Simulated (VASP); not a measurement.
# MoIO (P4/nmm) in VASP: single point with r2SCAN

Aim: the single point of MoIO with r2SCAN.

Everything below comes from runs of VASP 6.6.1. Logs are shortened: lines on timing, memory, paths and dates and some standing lists are left out, and cuts for length are marked.

## (1) Starting point

It takes space group P4/nmm (No. 129, tetragonal). The conventional cell has a = 3.952 Å, b = 3.952 Å, c = 8.969 Å, α = 90.00°, β = 90.00°, γ = 90.00°. O (site symmetry -4m2) has 4 Mo at 2.30 Å as nearest neighbours. Mo (site symmetry 4mm) has 4 O at 2.30 Å as nearest neighbours. Around I (site symmetry 4mm) lie 4 Mo at 3.32 Å and 4 O at 3.56 Å.

The cell was built by a generator and needn't be a form met in nature.

## (2) Single point, r2SCAN

POSCAR

```
MoIO
1.0
    3.9523664000      0.0000000000      0.0000000000
    0.0000000000      3.9523664000      0.0000000000
    0.0000000000      0.0000000000      8.9691693100
O Mo I
2 2 2
Direct
    0.0000000000      0.0000000000      0.0000000000
    0.5000000000      0.5000000000      0.0000000000
    0.0000000000      0.5000000000      0.1311000000
    0.5000000000      0.0000000000      0.8689000000
    0.0000000000      0.5000000000      0.6699000000
    0.5000000000      0.0000000000      0.3301000000
```

INCAR.step1

```
  PREC = Accurate
  ENCUT = 520
  ISMEAR = -5
  SIGMA = 0.0164
  LREAL = False
  LASPH = True
  NELM = 100
  LMAXMIX = 4
  NBANDS = 36
  GGA = PE
  ALGO = Normal
  EDIFF = 1E-4
  LWAVE = True
  LCHARG = False
```

INCAR.step2

```
  PREC = Accurate
  ENCUT = 520
  EDIFF = 1E-6
  ISMEAR = 1
  SIGMA = 0.0164
  LREAL = False
  LASPH = True
  NELM = 100
  ALGO = Normal
  ISIF = 2
  LWAVE = False
  LCHARG = False
  LMAXMIX = 4
  METAGGA = R2SCAN
  LMIXTAU = True
  LORBIT = 11
  NBANDS = 36
  ISTART = 1
```

KPOINTS

```
Automatic mesh
0
Gamma
  7 7 3
```

Potentials or basis: VASP PAW PBE potentials, release 64 (O, Mo_sv, I).

On the command line:

```bash
$ cat potpaw_PBE.64/O/POTCAR potpaw_PBE.64/Mo_sv/POTCAR potpaw_PBE.64/I/POTCAR > POTCAR
$ cp INCAR.step1 INCAR
$ mpirun -np 1 vasp_std > vasp.out
$ cp INCAR.step2 INCAR
$ mpirun -np 1 vasp_std > vasp.out
```

OUTCAR:

```text
PREC = Accurate
   ENCUT = 520
   EDIFF = 1E-6
   ISMEAR = 1
   LREAL = False
   LASPH = True
   NELM = 100
   ISIF = 2
   METAGGA = R2SCAN
   LORBIT = 11
   ISTART = 1

 ion  position               nearest neighbor table
   1  0.000  0.000  0.000-   3 2.30   4 2.30   3 2.30   4 2.30
   2  0.500  0.500  0.000-   3 2.30   4 2.30   4 2.30   3 2.30
   3  0.000  0.500  0.131-   1 2.30   2 2.30   1 2.30   2 2.30   6 3.32   6 3.32   6 3.32   6 3.32

   4  0.500  0.000  0.869-   1 2.30   2 2.30   2 2.30   1 2.30   5 3.32   5 3.32   5 3.32   5 3.32

   5  0.000  0.500  0.670-   4 3.32   4 3.32   4 3.32   4 3.32
   6  0.500  0.000  0.330-   3 3.32   3 3.32   3 3.32   3 3.32

  LATTYP: Found a simple tetragonal cell.
 ALAT       =     3.9523664000
 C/A-ratio  =     2.2693162532

  Lattice vectors:

 A1 = (   3.9523664000,   0.0000000000,   0.0000000000)
 A2 = (   0.0000000000,   3.9523664000,   0.0000000000)
 A3 = (   0.0000000000,   0.0000000000,   8.9691693100)

Analysis of symmetry for initial positions (statically):
=====================================================================
 Subroutine PRICEL returns:
 Original cell was already a primitive cell.

 Routine SETGRP: Setting up the symmetry group for a
 simple tetragonal supercell.

 Subroutine GETGRP returns: Found 16 space group operations
 (whereof  8 operations were pure point group operations)
 out of a pool of 16 trial point group operations.

The static configuration has the point symmetry D_2d.
 The point group associated with its full space group is D_4h.

Analysis of symmetry for dynamics (positions and initial velocities):
=====================================================================
 Subroutine PRICEL returns:
 Original cell was already a primitive cell.

 Routine SETGRP: Setting up the symmetry group for a
 simple tetragonal supercell.

 Subroutine GETGRP returns: Found 16 space group operations
 (whereof  8 operations were pure point group operations)
 out of a pool of 16 trial point group operations.

The dynamic configuration has the point symmetry D_2d.
 The point group associated with its full space group is D_4h.

 Subroutine INISYM returns: Found 16 space group operations
 (whereof  8 operations are pure point group operations),
 and found     1 'primitive' translations

----------------------------------------------------------------------------------------

                                     Primitive cell

  volume of cell :     140.1092

  direct lattice vectors                    reciprocal lattice vectors
     3.952366400  0.000000000  0.000000000     0.253012980  0.000000000  0.000000000
     0.000000000  3.952366400  0.000000000     0.000000000  0.253012980  0.000000000
     0.000000000  0.000000000  8.969169310     0.000000000  0.000000000  0.111493045

  length of vectors
     3.952366400  3.952366400  8.969169310     0.253012980  0.253012980  0.111493045

  position of ions in fractional coordinates (direct lattice)
     0.000000000  0.000000000  0.000000000
     0.500000000  0.500000000  0.000000000
     0.000000000  0.500000000  0.131100000
     0.500000000  0.000000000  0.868900000
     0.000000000  0.500000000  0.669900000
     0.500000000  0.000000000  0.330100000

  ion indices of the primitive-cell ions
   primitive index   ion index
                 1           1
                 2           2
                 3           3
                 4           4
                 5           5
                 6           6

----------------------------------------------------------------------------------------

 KPOINTS: Automatic mesh

Automatic generation of k-mesh.
 Grid dimensions read from file:
 generate k-points for:    7    7    3

 Generating k-lattice:

  Cartesian coordinates                     Fractional coordinates (reciprocal lattice)
     0.036144711  0.000000000  0.000000000     0.142857143  0.000000000  0.000000000
     0.000000000  0.036144711  0.000000000     0.000000000  0.142857143  0.000000000
     0.000000000  0.000000000  0.037164348     0.000000000  0.000000000  0.333333333

  Length of vectors
     0.036144711  0.036144711  0.037164348

  Shift w.r.t. Gamma in fractional coordinates (k-lattice)
     0.000000000  0.000000000  0.000000000

 Subroutine IBZKPT returns following result:
 ===========================================

 Found     20 irreducible k-points:

 Following reciprocal coordinates:
            Coordinates               Weight
  0.000000  0.000000  0.000000      1.000000
  0.142857  0.000000  0.000000      4.000000
  0.285714  0.000000  0.000000      4.000000
  0.428571  0.000000  0.000000      4.000000
  0.142857  0.142857  0.000000      4.000000
  0.285714  0.142857  0.000000      8.000000
[... 12 lines left out ...]
  0.428571  0.285714  0.333333     16.000000
  0.428571  0.428571  0.333333      8.000000
   k-points           NKPTS =     20   k-points in BZ     NKDIM =     20   number of bands    NBANDS=     36
   number of dos      NEDOS =    301   number of ions     NIONS =      6
   total plane-waves  NPLWV =  63000
   dimension x,y,z NGX =    30 NGY =   30 NGZ =   70
   dimension x,y,z NGXF=    60 NGYF=   60 NGZF=  140
   ions per type =               2   2   2
   NGX,Y,Z   is equivalent  to a cutoff of  12.62, 12.62, 12.97 a.u.
   NGXF,Y,Z  is equivalent  to a cutoff of  25.24, 25.24, 25.95 a.u.
 SYSTEM =  unknown system
   PREC   = accura    normal or accurate (medium, high low for compatibility)
   ISTART =      1    job   : 0-new  1-cont  2-samecut
   ICHARG =      0    charge: 1-file 2-atom 10-const
   ISPIN  =      1    spin polarized calculation?
   LNONCOLLINEAR =      F non collinear calculations
   LSORBIT =      F    spin-orbit coupling
   LASPH  =      T    aspherical Exc in radial PAW
   ENCUT  =  520.0 eV  38.22 Ry    6.18 a.u.   7.35  7.35 16.68*2*pi/ulx,y,z
   NELM   =    100;   NELMIN=  2; NELMDL=  0     # of ELM steps
   EDIFF  = 0.1E-05   stopping-criterion for ELM
   LREAL  =      F    real-space projection
   EDIFFG = 0.1E-04   stopping-criterion for IOM
   NSW    =      0    number of steps for IOM
   IBRION =     -1    ionic relax: 0-MD 1-quasi-New 2-CG
   NFREE  =      0    steps in history (QN), initial steepest desc. (CG)
   ISIF   =      2    stress and relaxation
   ISYM   =      2    0-nonsym 1-usesym 2-fastsym
   POTIM  = 0.5000    time-step for ionic-motion
   TEBEG  =    0.0;   TEEND  =   0.0 temperature during run
   PSTRESS=    0.0 pullay stress
   NELECT =      54.0000    total number of electrons
   NUPDOWN=      -1.0000    fix difference up-down
   EMIN   =  10.00;   EMAX   =-10.00  energy-range for DOS
   EFERMI =   0.00;   METHOD = LEGACY
   ISMEAR =     1;   SIGMA  =   0.02  broadening in eV -4-tet -1-fermi 0-gaus
   EFERMI_NEDOS =   21; number of points for ismear=-14 and -15
   IALGO  =     38    algorithm
   IMIX   =      4    mixing-type and parameters
     AMIX     =   0.40;   BMIX     =  1.00
     AMIX_MAG =   1.60;   BMIX_MAG =  1.00
  volume/ion in A,a.u.               =      23.35       157.58
  Fermi-wavevector in a.u.,A,eV,Ry     =   1.191381  2.251383 19.311944  1.419388
  Thomas-Fermi vector in A             =   2.327444
   LORBIT       =     11    0 simple, 1 ext, 2 COOP (PROOUT), +10 PAW based schemes
   METAGGA = R2SCAN    functional components
   LHFCALC =     F    Hartree Fock is set to
   AEXX    =    0.0000 exact exchange contribution
   IVDW    =     0    specifies the selected vdW correction
   LEPSILON=     F    determine dielectric tensor
   LRPA    =     F    only Hartree local field effects (RPA)
 non-spin polarized calculation
 Methfessel and Paxton  Order N= 1 SIGMA  =   0.02
  energy-cutoff  :      520.00
  volume of cell :      140.11
 maximum number of plane-waves:      3841
 NGX is ok and might be reduce to    30

 number of electron      54.0000007 magnetization

 Free energy of the ion-electron system (eV)
  ---------------------------------------------------
  ext. energy  EPLUGINS =         0.00000000
  ---------------------------------------------------
  free energy    TOTEN  =      -114.12503771 eV

  energy without entropy =     -114.12484591  energy(sigma->0) =     -114.12497378

 E-fermi :   5.6021     XC(G=0): -10.1750

 val. band max:        5.5982119988   @ k =   0.2857   0.0000   0.3333
 cond. band min:       5.6093358329   @ k =   0.4286   0.1429   0.0000
 fundamental gap:      0.0111238341
 Fermi energy:         5.6021127774

 k-point     1 :       0.0000    0.0000    0.0000
  band No.  band energies     occupation
      1     -58.3386      2.00000
      2     -58.3329      2.00000
      3     -31.7447      2.00000
      4     -31.7447      2.00000
      5     -31.7195      2.00000
      6     -31.7195      2.00000
[... 28 lines left out ...]
     35       8.2522      0.00000
     36       9.8107      0.00000

 k-point     2 :       0.1429    0.0000    0.0000
  band No.  band energies     occupation
      1     -58.3382      2.00000
      2     -58.3330      2.00000
      3     -31.7495      2.00000
      4     -31.7431      2.00000
      5     -31.7272      2.00000
      6     -31.7204      2.00000
[... 28 lines left out ...]
     35       8.9400      0.00000
     36      10.0807      0.00000
[... 661 lines left out ...]
     35       9.1414      0.00000
     36       9.3969      0.00000

 k-point    20 :       0.4286    0.4286    0.3333
  band No.  band energies     occupation
      1     -58.3342      2.00000
      2     -58.3339      2.00000
      3     -31.7860      2.00000
      4     -31.7851      2.00000
      5     -31.7344      2.00000
      6     -31.7330      2.00000
[... 28 lines left out ...]
     35       8.3516      0.00000
     36       8.5214      0.00000

------------------------ aborting loop because EDIFF is reached ----------------------------------------

  FORCE on cell =-STRESS in cart. coord.  units (eV):
  Direction    XX          YY          ZZ          XY          YZ          ZX
  --------------------------------------------------------------------------------------
  -------------------------------------------------------------------------------------
  Total      -17.8229930    -17.8229930    -11.4623707      0.0000000      0.0000000      0.0000000
  in kB     -203.8095830   -203.8095830   -131.0745615      0.0000000      0.0000000      0.0000000
  external PRESSURE =    -179.5645758 kB  Pullay stress =       0.0000000 kB

 VOLUME and BASIS-vectors are now :
 -----------------------------------------------------------------------------
  energy-cutoff  :      520.00
  volume of cell :      140.11
      direct lattice vectors                 reciprocal lattice vectors
     3.952366400  0.000000000  0.000000000     0.253012980  0.000000000  0.000000000
     0.000000000  3.952366400  0.000000000     0.000000000  0.253012980  0.000000000
     0.000000000  0.000000000  8.969169310     0.000000000  0.000000000  0.111493045

 POSITION                                       TOTAL-FORCE (eV/Angst)
 -----------------------------------------------------------------------------------
      0.00000      0.00000      0.00000         0.000000     -0.000000      0.000000
      1.97618      1.97618      0.00000         0.000000      0.000000      0.000000
      0.00000      1.97618      1.17586         0.000000      0.000000     -2.641773
      1.97618      0.00000      7.79331        -0.000000      0.000000      2.641773
      0.00000      1.97618      6.00845         0.000000      0.000000      1.055248
      1.97618      0.00000      2.96072         0.000000     -0.000000     -1.055248
 -----------------------------------------------------------------------------------
    total drift:                                0.000000      0.000000      0.000000

  FREE ENERGIE OF THE ION-ELECTRON SYSTEM (eV)
  ---------------------------------------------------
  free  energy   TOTEN  =      -114.1250377128 eV

  energy  without entropy=     -114.1248459077  energy(sigma->0) =     -114.12497378

 total charge

# of ion       s       p       d       tot
------------------------------------------
    1        1.563   3.353   0.000   4.916
    2        1.563   3.353   0.000   4.916
    3        2.161   6.051   3.591  11.803
    4        2.161   6.051   3.591  11.803
    5        1.519   2.747   0.020   4.286
    6        1.519   2.747   0.020   4.286
--------------------------------------------------
tot         10.484  24.303   7.221  42.008
```

Run time: 5.3 min. Hardware: 1 thread of Intel Xeon Platinum 8488C (Sapphire Rapids), shared host; peak memory 0.31 GiB.

What came out:

* Free energy: -114.1250 eV
* Pressure: -18.0 GPa
* Largest force: 2.642 eV/Å
* Band gap on the k mesh: none (metal or under the smearing width)
* Valence electrons inside the program's atomic spheres: O 4.92; Mo 11.80; I 4.29

Forces on the atoms (eV/Å):
```
O    0.000  0.000  0.000
O    0.000  0.000  0.000
Mo   0.000  0.000 -2.642
Mo   0.000  0.000  2.642
I    0.000  0.000  1.055
I    0.000  0.000 -1.055
```

Stress tensor (GPa, compression positive):
```
-20.38   0.00   0.00
  0.00 -20.38   0.00
  0.00   0.00 -13.11
```

Caveat: so large a pressure means that the cell lies far from this level's equilibrium, or that cutoff or potentials fall short; the potentials were made for another functional, which shifts forces and pressure. The run has no spin-orbit coupling, so splittings on I are missing.
